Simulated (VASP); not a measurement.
A VASP calculation is set up with these files.

POSCAR:
```
Te
1
    2.1980610000    -3.9243150000     0.0000000000
    2.1980610000     3.9243150000     0.0000000000
    0.0000000000     0.0000000000     5.9641020000
Te
3
Direct
  0.0000000000   0.2630000000   0.6666670000
  0.7370000000   0.7370000000   0.0000000000
  0.2763000000   0.0133000000   0.3333330000
```

INCAR:
```
ALGO = Normal
EDIFF = 1E-6
ENCUT = 400
GGA = PE
ISIF = 2
ISMEAR = 0
LASPH = .TRUE.
LCHARG = .FALSE.
LMAXMIX = 4
LREAL = .FALSE.
LWAVE = .FALSE.
NELM = 100
PREC = Accurate
SIGMA = 0.05
SYSTEM = Te
```

File KPOINTS:
```
Automatic mesh
0
Gamma
5 5 4
0 0 0
```

POTCAR, in this order: Te (PBE.64 set). Program: vasp_std.

**Question.** Translate this PBE calculation to Quantum ESPRESSO's pw.x.

**Answer.** One equivalent input (not run):
```
&CONTROL
  calculation = 'scf'
  pseudo_dir = './pseudo'
  outdir = './out'
  tprnfor = .true.
  tstress = .true.
/
&SYSTEM
  ibrav = 0
  nat = 3
  ntyp = 1
  ecutwfc = 82.3
  occupations = 'smearing'
  smearing = 'gaussian'
  degauss = 0.003675
  input_dft = 'pbe'
/
&ELECTRONS
  conv_thr = 7.3e-08
  electron_maxstep = 100
/
ATOMIC_SPECIES
  Te 127.600 Te.upf
CELL_PARAMETERS angstrom
     2.1980610   -3.9243150    0.0000000
     2.1980610    3.9243150    0.0000000
     0.0000000    0.0000000    5.9641020
ATOMIC_POSITIONS crystal
  Te   0.0000000  0.2630000  0.6666670
  Te   0.7370000  0.7370000  0.0000000
  Te   0.2763000  0.0133000  0.3333330
K_POINTS automatic
  5 5 4 0 0 0
```
The two are equivalent in intent, not identical: the potentials are each code's own (VASP's PAW set, PseudoDojo norm-conserving files in pw.x), so ENCUT and ecutwfc are chosen apart and not converted; conv_thr bounds pw.x's estimated SCF error, while EDIFF bounds the energy change between steps.

The compound is Te in the trig structure. The cell was not relaxed at this level, atoms are displaced from their ideal sites.
